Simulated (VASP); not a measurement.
```
Sb
1.0
    3.51765    -2.05162    -0.08276
    3.51765     2.05162    -0.08276
    2.40042     0.00000     3.29057
Sb
2
Cartesian
  2.35747   0.00000   0.78078
  7.07825   0.00000   2.34427
```

The numbers are results of PBE GGA, VASP's PBE PAW potentials (set 64) (plane waves; VASP), not measurements. Settings: 500 eV cut-off, 11×11×11 Γ-centred mesh, first-order Methfessel-Paxton smearing of 0.10 eV, potentials Sb.

Unless said otherwise, spin-orbit coupling is left out, though it shifts the bands of the heavy elements here.

Q: Estimate the energy per atom (σ→0), pressure, band gap (on the k-mesh) with the smallest direct gap where there is one.

A: 
| Item | Value |
|---|---|
| band gap (on the k-mesh) | none (metal, semimetal or under 0.01 eV) |
| energy per atom (σ→0) | -3.795 eV/atom |
| pressure | 199.7 kbar |

The compound is Sb in the a7 structure. It was relaxed first under an external pressure of 20 GPa.
